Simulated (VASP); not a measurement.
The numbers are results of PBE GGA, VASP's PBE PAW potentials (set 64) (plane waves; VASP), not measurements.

Input for VASP

**POSCAR**
```
GaN
1.0
  3.1221650000   0.0000000000   0.0000000000
 -1.5610820000   2.7038730000   0.0000000000
  0.0000000000   0.0000000000  10.2211660000
Ga N
4 4
Cart
  0.0000000000   0.0000000000   0.0000000000
  0.0000000000   0.0000000000   5.1105830000
  1.5610842277   0.9012900987   7.6677143099
 -0.0000012277   1.8025829013   2.5571313099
  0.0000000000   0.0000000000   8.3012221786
  0.0000000000   0.0000000000   3.1906391786
  1.5610842277   0.9012900987   5.7574805961
 -0.0000012277   1.8025829013   0.6468975961
```

### INCAR
```
! general
SYSTEM  = GaN
PREC    = Accurate
ENCUT   = 400
LREAL   = .False.   ! projection in real space or not
LASPH   = .True.   ! aspherical one-centre terms

! electronic loop
EDIFF   = 1E-6   ! SCF stop (eV)
NELM    = 100   ! most electronic steps
ALGO    = Normal   ! blocked Davidson
LMAXMIX = 4   ! l cut-off of mixed one-centre charges

! smearing
ISMEAR  = 1
SIGMA   = 0.05

! functional
GGA     = PE   ! PBE

! ions
ISIF    = 2   ! forces and stress, cell fixed

! output
LWAVE   = .False.
LCHARG  = .False.
```

File KPOINTS:
```
Automatic mesh
0
Gamma
6 6 2
0 0 0
```

POTCAR, in this order: Ga_d N (PBE.64 set). Program: vasp_std.

What VASP printed:

### OUTCAR
```
 ion  position               nearest neighbor table
   1  0.000  0.000  0.000-   8 1.92   8 1.92   8 1.92   5 1.92
   2  0.000  0.000  0.500-   7 1.92   7 1.92   7 1.92   6 1.92
   3  0.667  0.333  0.750-   7 1.91   5 1.91   5 1.91   5 1.91
   4  0.333  0.667  0.250-   8 1.91   6 1.91   6 1.91   6 1.91
   5  0.000  0.000  0.812-   3 1.91   3 1.91   3 1.91   1 1.92
   6  0.000  0.000  0.312-   4 1.91   4 1.91   4 1.91   2 1.92
   7  0.667  0.333  0.563-   3 1.91   2 1.92   2 1.92   2 1.92
   8  0.333  0.667  0.063-   4 1.91   1 1.92   1 1.92   1 1.92
  LATTYP: Found a hexagonal cell.
 ALAT       =     3.1221650000
 C/A-ratio  =     3.2737430597
 Subroutine PRICEL returns:
 Original cell was already a primitive cell.
 Subroutine GETGRP returns: Found 12 space group operations
The static configuration has the point symmetry C_3v.
 The point group associated with its full space group is C_6v.
The dynamic configuration has the point symmetry C_3v.
 Subroutine INISYM returns: Found 12 space group operations
 Subroutine IBZKPT returns following result:
 Found     14 irreducible k-points:

 Following reciprocal coordinates:
            Coordinates               Weight
  0.000000  0.000000  0.000000      1.000000
  0.166667  0.000000  0.000000      6.000000
  0.333333  0.000000  0.000000      6.000000
  0.500000  0.000000  0.000000      3.000000
  0.166667  0.166667  0.000000      6.000000
  0.333333  0.166667  0.000000     12.000000
  0.333333  0.333333  0.000000      2.000000
  0.000000  0.000000  0.500000      1.000000
  0.166667  0.000000  0.500000      6.000000
  0.333333  0.000000  0.500000      6.000000
  0.500000  0.000000  0.500000      3.000000
  0.166667  0.166667  0.500000      6.000000
  0.333333  0.166667  0.500000     12.000000
  0.333333  0.333333  0.500000      2.000000
   k-points           NKPTS =     14   k-points in BZ     NKDIM =     14   number of bands    NBANDS=     43
   number of dos      NEDOS =    301   number of ions     NIONS =      8
...
```

File OSZICAR:
```
       N       E                     dE             d eps       ncg     rms          rms(c)
DAV:   1     0.680247103328E+03    0.68025E+03   -0.29316E+04  1348   0.271E+03
DAV:   2     0.693475449916E+02   -0.61090E+03   -0.58778E+03  1332   0.606E+02
DAV:   3    -0.475960035434E+02   -0.11694E+03   -0.11414E+03  1365   0.199E+02
DAV:   4    -0.563358879867E+02   -0.87399E+01   -0.86852E+01  1562   0.561E+01
DAV:   5    -0.565338805410E+02   -0.19799E+00   -0.19754E+00  1482   0.869E+00    0.158E+01
DAV:   6    -0.479058618850E+02    0.86280E+01   -0.30816E+01  2226   0.606E+01    0.440E+00
DAV:   7    -0.482524682219E+02   -0.34661E+00   -0.47871E+00  1333   0.116E+01    0.409E+00
DAV:   8    -0.482169668268E+02    0.35501E-01   -0.33542E-01  1674   0.821E+00    0.138E+00
DAV:   9    -0.482056470699E+02    0.11320E-01   -0.78972E-02  1975   0.495E+00    0.446E-01
DAV:  10    -0.482060791743E+02   -0.43210E-03   -0.13090E-02  1658   0.151E+00    0.183E-01
DAV:  11    -0.482063319360E+02   -0.25276E-03   -0.26798E-03  1738   0.791E-01    0.436E-02
DAV:  12    -0.482064339529E+02   -0.10202E-03   -0.69362E-04  1388   0.293E-01    0.398E-02
DAV:  13    -0.482064372114E+02   -0.32585E-05   -0.77217E-05  1469   0.180E-01    0.218E-02
DAV:  14    -0.482064371882E+02    0.23225E-07   -0.27436E-05  1631   0.993E-02    0.366E-03
DAV:  15    -0.482064378193E+02   -0.63107E-06   -0.71632E-06  1349   0.340E-02
   1 F= -.48206438E+02 E0= -.48206470E+02  d E =0.977090E-04
```

**OUTCAR**
```
------------------------ aborting loop because EDIFF is reached ----------------------------------------
  FORCE on cell =-STRESS in cart. coord.  units (eV):
  Direction    XX          YY          ZZ          XY          YZ          ZX
  --------------------------------------------------------------------------------------
  Total        7.7436092      7.7436023      7.3194926      0.0000014      0.0000000      0.0000000
  in kB      143.7842869    143.7841587    135.9092375      0.0000266      0.0000000      0.0000000
  external PRESSURE =     141.1592277 kB  Pullay stress =       0.0000000 kB
  volume of cell :       86.29
      direct lattice vectors                 reciprocal lattice vectors
     3.122165000  0.000000000  0.000000000     0.320290568  0.184919869  0.000000000
    -1.561082000  2.703873000  0.000000000     0.000000000  0.369839856  0.000000000
     0.000000000  0.000000000 10.221166000     0.000000000  0.000000000  0.097836196
  FREE ENERGIE OF THE ION-ELECTRON SYSTEM (eV)
  ---------------------------------------------------
  free  energy   TOTEN  =       -48.2064378193 eV

  energy  without entropy=      -48.2065355283  energy(sigma->0) =      -48.20647039
```
(Selected blocks of OUTCAR.)

### OUTCAR
```
 val. band max:        5.9739743704   @ k =   0.0000   0.0000   0.0000

 cond. band min:       8.1427072818   @ k =   0.0000   0.0000   0.0000


 Fermi energy:         6.0150973414

 k-point     1 :       0.0000    0.0000    0.0000
  band No.  band energies     occupation
      1     -10.5263      2.00000
      2      -9.9195      2.00000
      3      -9.8585      2.00000
      4      -9.4167      2.00000
      5      -7.5451      2.00000
      6      -7.5340      2.00000
      7      -7.5340      2.00000
      8      -7.5069      2.00000
      9      -7.5069      2.00000
     10      -7.4601      2.00000
     11      -7.4601      2.00000
     12      -7.4458      2.00000
     13      -7.4458      2.00000
     14      -7.2171      2.00000
     15      -7.2070      2.00000
     16      -7.1852      2.00000
     17      -7.1852      2.00000
     18      -7.1764      2.00000
     19      -7.1764      2.00000
     20      -7.1287      2.00000
     21      -7.1287      2.00000
     22      -7.1038      2.00000
     23      -7.1038      2.00000
     24      -5.9129      2.00000
     25      -1.5119      2.00000
     26       1.9586      2.00000
     27       1.9700      2.00000
     28       4.8997      2.00000
     29       4.8997      2.00000
     30       5.3753      2.00000
     31       5.3754      2.00000
     32       5.4479      2.00000
     33       5.4479      2.00000
     34       5.9166      2.01762
     35       5.9740      1.99123
     36       5.9740      1.99115
     37       8.1427      0.00000
     38      10.3293      0.00000
     39      10.6728      0.00000
     40      10.8342      0.00000
     41      14.6455      0.00000
     42      15.1494      0.00000
     43      15.2145      0.00000

 k-point     2 :       0.1667    0.0000    0.0000
  band No.  band energies     occupation
      1     -10.2365      2.00000
      2      -9.7266      2.00000
      3      -9.6726      2.00000
      4      -9.3355      2.00000
      5      -7.5106      2.00000
...
```

At this cut-off the stress carries a Pulay error, which pulls relaxed volumes low.

The structure was generated: GaN was put into an ordered model structure, which need not be its known phase. The cell was not relaxed at this level.
